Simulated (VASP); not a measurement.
Data:

```
Zn
1.0
    1.29069    -2.23554     0.00000
    1.29069     2.23554     0.00000
    0.00000     0.00000     4.54209
Zn
2
Direct
  0.33333   0.66667   0.25000
  0.66667   0.33333   0.75000
```

Method: LDA (Ceperley-Alder, Perdew-Zunger), VASP's LDA PAW potentials (set 64) (plane waves; VASP). Settings: 520 eV cut-off, 16×16×8 Γ-centred mesh, first-order Methfessel-Paxton smearing of 0.10 eV, potentials Zn.

Task: The ions and cell shape at fixed volume are relaxed. Predict the relaxed structure.

Result: 
```
Zn
1.0
    1.27437    -2.20727     0.00000
    1.27437     2.20727     0.00000
    0.00000     0.00000     4.65920
Zn
2
Direct
  0.33333   0.66667   0.25000
  0.66667   0.33333   0.75000
```
Space group P6_3/mmc (194), at a tolerance of 0.03 Å.

Task: How much energy does the relaxation gain?

Result: The energy (σ→0) changes by -4.4 meV/atom, in 6 ionic steps.

The compound is Zn in the hcp structure. This cell is one point of a volume scan, at 0.97 of the reference volume. Symmetry was kept, so distortions that lower it aren't found.
